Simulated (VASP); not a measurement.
Shape and ions are relaxed at each volume.

Energy against volume of Sc (hcp). All values below come from rev-vdW-DF2, VASP's PBE PAW potentials (set 64) (plane waves; VASP).

```tsv
V (Å³/atom)	E (eV/atom)
22.460	-3.87620
23.177	-3.88912
23.894	-3.89323
24.610	-3.88961
25.327	-3.87931
```

### Question
Fit a third-order Birch-Murnaghan equation of state.

### Answer

```json
{
  "volume_per_atom": "23.90 Å³/atom",
  "bulk_modulus": "57.2 GPa",
  "pressure_derivative_of_the_bulk_modulus": "3.56"
}
```

The compound is Sc in the hcp structure. It was relaxed first.
